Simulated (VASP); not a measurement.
Here is the system:

```xyz
2
Lattice="2.8618 0.0000 0.0000 0.0000 2.8618 0.0000 0.0000 0.0000 2.8618" Properties=species:S:1:pos:R:3 pbc="T T T"
Al     1.4309     1.4309     1.4309
Ni     0.0000     0.0000     0.0000
```

These are r2SCAN meta-GGA with spin-orbit coupling, VASP's PBE PAW potentials (set 64) (plane waves; VASP) values and carry that method's errors. Run with 400 eV cut-off, 11×11×11 Γ-centred mesh, Gaussian smearing of 0.050 eV, potentials Al Ni.

Task: Give the energies of bands 5 to 18 at the high-symmetry points, in eV from the Fermi level.

Result: 
| band | Γ | X | M | R |
|---|---|---|---|---|
| 5 | -3.45 | -2.92 | -3.19 | -4.35 |
| 6 | -3.45 | -2.92 | -3.19 | -4.35 |
| 7 | -1.68 | -2.43 | -3.14 | -1.02 |
| 8 | -1.68 | -2.43 | -3.14 | -1.02 |
| 9 | -1.68 | -2.34 | -2.25 | -1.02 |
| 10 | -1.68 | -2.34 | -2.25 | -1.02 |
| 11 | -1.54 | -1.53 | -2.17 | 1.92 |
| 12 | -1.54 | -1.53 | -2.17 | 1.92 |
| 13 | 5.89 | -0.64 | -1.05 | 2.07 |
| 14 | 5.89 | -0.64 | -1.05 | 2.07 |
| 15 | 6.02 | 8.67 | 1.62 | 2.07 |
| 16 | 6.02 | 8.67 | 1.62 | 2.07 |
| 17 | 6.02 | 10.60 | 2.81 | 4.66 |
| 18 | 6.02 | 10.60 | 2.81 | 4.67 |

It has no gap at this level: it comes out as a metal or semimetal.

The compound is NiAl in the CsCl type structure. It was relaxed first.
